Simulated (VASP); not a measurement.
Consider the following.

```xyz
2
Lattice="0.0000 3.1165 3.1165 3.1165 0.0000 3.1165 3.1165 3.1165 0.0000" Properties=species:S:1:pos:R:3 pbc="T T T"
In     0.0000     0.0000     0.0000
As     1.5582     1.5582     1.5582
```

Computed with vdW-DF-cx, VASP's PBE PAW potentials (set 64) (plane waves; VASP). Run with 520 eV cut-off, 10×10×10 Γ-centred mesh, first-order Methfessel-Paxton smearing of 0.10 eV, potentials In_d As.

Question: Give the stress tensor in GPa (positive for a compressed cell).

Answer: 
```
-2.76   0.00   0.00
 0.00  -2.76   0.00
 0.00   0.00  -2.76
```
The pressure is its mean diagonal, -2.76 GPa.

The compound is InAs in the zinc blende structure. This cell is one point of a volume scan, at 1.06 of the reference volume.
